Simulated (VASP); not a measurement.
An input for Ansatz (written as the equivalent of a VASP run, and not itself run):

Ansatz 0.2 input:
```yaml
crystal:
  lattice:
    - [1.9856444, -3.4392371, 0.0000000]
    - [1.9856444, 3.4392371, 0.0000000]
    - [0.0000000, 0.0000000, 5.1612896]
  atoms:
    - { symbol: Ni, position: [0.0000000, 0.0000000, 0.5000000] }
    - { symbol: Ni, position: [0.0000000, 0.0000000, 0.0000000] }
    - { symbol: Sb, position: [0.3333330, 0.6666670, 0.2500000] }
    - { symbol: Sb, position: [0.6666670, 0.3333330, 0.7500000] }
kpoints:
  mp_grid: { grid: [9, 9, 6] }
hamiltonian:
  xc: pbe
  pseudopotentials: { kind: paw }
scf:
  occupations: { method: methfessel_paxton, width: 0.1 }
  max_iter: 100
relax:
  max_steps: 40
  f_tol: 0.02
  cell: {}
output: { forces: true, stress: true, eigenvalues: true }
```

Problem. Translate this input to VASP (INCAR, KPOINTS, POSCAR, choice of POTCAR).

Solution. One answer among several that fit: 
**KPOINTS**
```
Automatic
0
gamma
 9 9 6
0 0 0
```

**POSCAR**
```
NiSb
1.0
  1.9856443853  -3.4392371295   0.0000000000
  1.9856443853   3.4392371295   0.0000000000
  0.0000000000   0.0000000000   5.1612895758
Ni Sb
2 2
Cartesian
  0.0000000000   0.0000000000   2.5806447879
  0.0000000000   0.0000000000   0.0000000000
  1.9856443853   1.1464146693   1.2903223939
  1.9856443853  -1.1464146693   3.8709671818
```

INCAR:
```
! general
SYSTEM  = NiSb
PREC    = Accurate
ENCUT   = 500
LREAL   = .False.
LASPH   = .True.

! electronic loop
EDIFF   = 1E-6
NELM    = 100
ALGO    = Normal
LMAXMIX = 4

! smearing
ISMEAR  = 1
SIGMA   = 0.1

! functional
GGA     = PE

! ions
IBRION  = 2
NSW     = 40
ISIF    = 3
EDIFFG  = -0.02

! output
LWAVE   = .False.
LCHARG  = .False.
```

POTCAR, in this order: Ni Sb (PBE.64 set). Program: vasp_std.

What does not carry over: each code has its own PAW files, so the cut-off isn't converted (ENCUT is set for VASP's; basis.ecutwfc is left out, and Ansatz then takes the one that its files recommend); Ansatz stops its SCF on the density residual and VASP on the energy change (EDIFF).

The compound is NiSb in the NiAs type structure. It was relaxed first.
